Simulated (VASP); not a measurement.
Method: r2SCAN meta-GGA, VASP's PBE PAW potentials (set 64) (plane waves; VASP).

VASP ran on this input.

POSCAR:
```
Sn
1
   -2.0291900000     2.0291900000     1.6607600000
    2.0291900000    -2.0291900000     1.6607600000
    2.0291900000     2.0291900000    -1.6607600000
Sn
1
Direct
  0.0000000000   0.0000000000   0.0000000000
```

### INCAR
```
ALGO = Normal
EDIFF = 1E-6
EDIFFG = -0.01
ENCUT = 400
IBRION = 2
ISIF = 3
ISMEAR = 1
LASPH = .TRUE.
LCHARG = .FALSE.
LMAXMIX = 4
LMIXTAU = .TRUE.
LREAL = .FALSE.
LWAVE = .FALSE.
METAGGA = R2SCAN
NELM = 100
NSW = 60
PREC = Accurate
SIGMA = 0.1
SYSTEM = Sn
```

### KPOINTS
```
Regular mesh
0
G
13 13 13
```

POTCAR, in this order: Sn_d (PBE.64 set). Program: vasp_std.

What VASP printed:

**OUTCAR**
```
 ion  position               nearest neighbor table
   1  0.000  0.000  0.000-
  LATTYP: Found a body centered tetragonal cell.
 ALAT       =     4.0583800000
 C/A-ratio  =     0.8184349420
 Subroutine PRICEL returns:
 Original cell was already a primitive cell.
 Subroutine GETGRP returns: Found 16 space group operations
The static configuration has the point symmetry D_4h.
The dynamic configuration has the point symmetry D_4h.
 Subroutine INISYM returns: Found 16 space group operations
 Subroutine IBZKPT returns following result:
 Found    196 irreducible k-points:

 Following reciprocal coordinates:
            Coordinates               Weight
  0.000000  0.000000  0.000000      1.000000
  0.076923  0.000000 -0.000000      8.000000
  0.153846 -0.000000  0.000000      8.000000
  0.230769  0.000000 -0.000000      8.000000
  0.307692 -0.000000  0.000000      8.000000
  0.384615 -0.000000  0.000000      8.000000
  0.461538 -0.000000  0.000000      8.000000
  0.076923  0.076923 -0.000000      8.000000
  0.153846  0.076923  0.000000     16.000000
  0.230769  0.076923 -0.000000     16.000000
  0.307692  0.076923  0.000000     16.000000
  0.384615  0.076923  0.000000     16.000000
  0.461538  0.076923  0.000000     16.000000
 -0.461538  0.076923 -0.000000     16.000000
 -0.384615  0.076923 -0.000000     16.000000
 -0.307692  0.076923  0.000000     16.000000
 -0.230769  0.076923  0.000000     16.000000
 -0.153846  0.076923  0.000000     16.000000
 -0.076923  0.076923  0.000000      4.000000
  0.153846  0.153846  0.000000      8.000000
  0.230769  0.153846  0.000000     16.000000
  0.307692  0.153846  0.000000     16.000000
  0.384615  0.153846  0.000000     16.000000
  0.461538  0.153846  0.000000     16.000000
 -0.461538  0.153846 -0.000000     16.000000
 -0.384615  0.153846 -0.000000     16.000000
 -0.307692  0.153846  0.000000     16.000000
 -0.230769  0.153846 -0.000000     16.000000
 -0.153846  0.153846  0.000000      4.000000
  0.230769  0.230769 -0.000000      8.000000
  0.307692  0.230769  0.000000     16.000000
  0.384615  0.230769  0.000000     16.000000
  0.461538  0.230769  0.000000     16.000000
 -0.461538  0.230769 -0.000000     16.000000
 -0.384615  0.230769 -0.000000     16.000000
 -0.307692  0.230769  0.000000     16.000000
 -0.230769  0.230769  0.000000      4.000000
  0.307692  0.307692  0.000000      8.000000
  0.384615  0.307692  0.000000     16.000000
  0.461538  0.307692  0.000000     16.000000
   k-points           NKPTS =    196   k-points in BZ     NKDIM =    196   number of bands    NBANDS=     11
   number of dos      NEDOS =    301   number of ions     NIONS =      1
   total plane-waves  NPLWV =  13824
   dimension x,y,z NGX =    24 NGY =   24 NGZ =   24
   dimension x,y,z NGXF=    48 NGYF=   48 NGZF=   48
   ions per type =               1
   PREC   = accura    normal or accurate (medium, high low for compatibility)
   ISTART =      0    job   : 0-new  1-cont  2-samecut
   ICHARG =      2    charge: 1-file 2-atom 10-const
   ISPIN  =      1    spin polarized calculation?
   LNONCOLLINEAR =      F non collinear calculations
   LSORBIT =      F    spin-orbit coupling
   INIWAV =      1    electr: 0-lowe 1-rand  2-diag
   ENCUT  =  400.0 eV  29.40 Ry    5.42 a.u.   5.41  5.41  5.41*2*pi/ulx,y,z
   NELM   =    100;   NELMIN=  2; NELMDL= -5     # of ELM steps
   EDIFF  = 0.1E-05   stopping-criterion for ELM
   LREAL  =      F    real-space projection
   NLSPLINE    = F    spline interpolate recip. space projectors
   LMAXMIX     =    4 max onsite mixed and CHGCAR
...
```

OSZICAR:
```
       N       E                     dE             d eps       ncg     rms          rms(c)
DAV:   1     0.456597848049E+02    0.45660E+02   -0.67422E+03  4406   0.164E+03
DAV:   2    -0.225350069067E+02   -0.68195E+02   -0.66760E+02  4402   0.310E+02
DAV:   3    -0.265517196425E+02   -0.40167E+01   -0.39945E+01  4975   0.733E+01
DAV:   4    -0.266378853206E+02   -0.86166E-01   -0.86141E-01  4963   0.114E+01
DAV:   5    -0.266415004590E+02   -0.36151E-02   -0.36150E-02  5460   0.219E+00    0.228E+00
DAV:   6    -0.244029480943E+02    0.22386E+01   -0.66287E-01  4960   0.178E+01    0.104E+00
DAV:   7    -0.244838978517E+02   -0.80950E-01   -0.10398E-01  4378   0.516E+00    0.724E-01
DAV:   8    -0.244965302791E+02   -0.12632E-01   -0.75306E-02  4363   0.245E+00    0.116E-01
DAV:   9    -0.245154088918E+02   -0.18879E-01   -0.11147E-02  4510   0.100E+00    0.418E-02
DAV:  10    -0.245153608306E+02    0.48061E-04   -0.29236E-04  4959   0.163E-01    0.346E-02
DAV:  11    -0.245157872518E+02   -0.42642E-03   -0.61128E-04  4744   0.413E-01    0.194E-02
DAV:  12    -0.245157815027E+02    0.57491E-05   -0.52621E-05  4531   0.878E-02    0.142E-02
DAV:  13    -0.245158270161E+02   -0.45513E-04   -0.23911E-05  4744   0.745E-02    0.637E-03
DAV:  14    -0.245158312866E+02   -0.42705E-05   -0.20083E-05  4812   0.748E-02    0.164E-03
DAV:  15    -0.245158305423E+02    0.74428E-06   -0.76582E-07  3275   0.120E-02
   1 F= -.24515831E+02 E0= -.24515765E+02  d E =-.245158E+02
       N       E                     dE             d eps       ncg     rms          rms(c)
DAV:   1    -0.245200676713E+02   -0.42364E-02   -0.85400E-02  5284   0.625E+00    0.356E-01
DAV:   2    -0.245165752919E+02    0.34924E-02   -0.49134E-03  5038   0.155E+00    0.159E-01
DAV:   3    -0.245157893413E+02    0.78595E-03   -0.22695E-03  6290   0.957E-01    0.204E-02
DAV:   4    -0.245158173806E+02   -0.28039E-04   -0.18166E-04  4393   0.152E-01    0.752E-03
DAV:   5    -0.245158764087E+02   -0.59028E-04   -0.25605E-05  4441   0.620E-02    0.431E-03
DAV:   6    -0.245158723322E+02    0.40765E-05   -0.69529E-06  4641   0.306E-02    0.422E-03
DAV:   7    -0.245158737800E+02   -0.14478E-05   -0.59267E-06  4456   0.330E-02    0.190E-03
DAV:   8    -0.245158778868E+02   -0.41068E-05   -0.22013E-06  4375   0.169E-02    0.989E-04
DAV:   9    -0.245158790687E+02   -0.11819E-05   -0.21209E-07  2393   0.601E-03    0.401E-04
DAV:  10    -0.245158787884E+02    0.28029E-06   -0.20536E-08  2219   0.267E-03
   2 F= -.24515879E+02 E0= -.24515797E+02  d E =-.482461E-04
       N       E                     dE             d eps       ncg     rms          rms(c)
DAV:   1    -0.245163871668E+02   -0.50810E-03   -0.10123E-02  5281   0.217E+00    0.122E-01
DAV:   2    -0.245159818182E+02    0.40535E-03   -0.57556E-04  5035   0.527E-01    0.547E-02
DAV:   3    -0.245158857553E+02    0.96063E-04   -0.27242E-04  6323   0.331E-01    0.691E-03
DAV:   4    -0.245158882008E+02   -0.24455E-05   -0.21989E-05  4402   0.534E-02    0.256E-03
DAV:   5    -0.245158934399E+02   -0.52390E-05   -0.27538E-06  4432   0.195E-02    0.150E-03
DAV:   6    -0.245158929317E+02    0.50816E-06   -0.72408E-07  2867   0.105E-02
   3 F= -.24515893E+02 E0= -.24515817E+02  d E =-.623894E-04
```

**OUTCAR**
```
------------------------ aborting loop because EDIFF is reached ----------------------------------------
  FORCE on cell =-STRESS in cart. coord.  units (eV):
  Direction    XX          YY          ZZ          XY          YZ          ZX
  --------------------------------------------------------------------------------------
  Total       -0.0086210     -0.0086210     -0.0049804      0.0000000      0.0000000      0.0000000
  in kB       -0.5067496     -0.5067496     -0.2927513      0.0000000      0.0000000      0.0000000
  external PRESSURE =      -0.4354169 kB  Pullay stress =       0.0000000 kB
  volume of cell :       27.26
      direct lattice vectors                 reciprocal lattice vectors
    -2.026925956  2.026925956  1.658593345     0.000000000  0.246678966  0.301460271
     2.026925956 -2.026925956  1.658593345     0.246678966  0.000000000  0.301460271
     2.026925956  2.026925956 -1.658593345     0.246678966  0.246678966  0.000000000
 POSITION                                       TOTAL-FORCE (eV/Angst)
 -----------------------------------------------------------------------------------
      0.00000     -0.00000      0.00000        -0.000000      0.000000     -0.000000
 -----------------------------------------------------------------------------------
    total drift:                               -0.000000     -0.000000      0.000000
  FREE ENERGIE OF THE ION-ELECTRON SYSTEM (eV)
  ---------------------------------------------------
  free  energy   TOTEN  =       -24.5158929317 eV

  energy  without entropy=      -24.5156650146  energy(sigma->0) =      -24.51581696

 reached required accuracy - stopping structural energy minimisation
```
(Selected blocks of OUTCAR.)

File CONTCAR:
```
Sn
   1.00000000000000
    -2.0269259564152016    2.0269259564152016    1.6585933454190096
     2.0269259564152016   -2.0269259564152016    1.6585933454190096
     2.0269259564152016    2.0269259564152016   -1.6585933454190096
  Sn
     1
Direct
     0.0000000000000000    0.0000000000000000    0.0000000000000000
```

The structure comes from a computed database's Sn entry (I4/mmm); how it stands against other phases isn't given here. This run relaxes it. Symmetry was kept, so distortions that lower it aren't found.
